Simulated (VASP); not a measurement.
Input:

```
CELL_PARAMETERS angstrom
     -1.94550     1.94550     5.00074
      1.94550    -1.94550     5.00074
      1.94550     1.94550    -5.00074
ATOMIC_POSITIONS crystal
  Dy 0.00000 0.00000 0.00000
  Co 0.25000 0.75000 0.50000
  Co 0.75000 0.25000 0.50000
  Ge 0.62732 0.62732 0.00000
  Ge 0.37268 0.37268 0.00000
```

Calculation: PBEsol GGA, VASP's PBE PAW potentials (set 64) (plane waves; VASP 6.6.1). Numerical set-up: 400 eV cut-off, Gaussian smearing of 0.050 eV, potentials Dy_3 Co Ge_d.

The 4f electrons are frozen in the core of the lanthanide potential, so 4f levels, which can set the real gap, and their magnetism are missing.

Predict the band gap (along the path) with the smallest direct gap where there is one.

```
Item                                                         Result
-------------------------  ----------------------------------------
band gap (along the path)  none (metal, semimetal or under 0.01 eV)
```

The absolute energy has meaning only against runs of the same code, potentials and settings.

The structure comes from a computed database's Co2DyGe2 entry (I4/mmm); how it stands against other phases isn't given here. It was relaxed first. The run is not spin-polarised, so no magnetic state was tried. The electron count is odd and the run is not spin-polarised, which forces a metal.
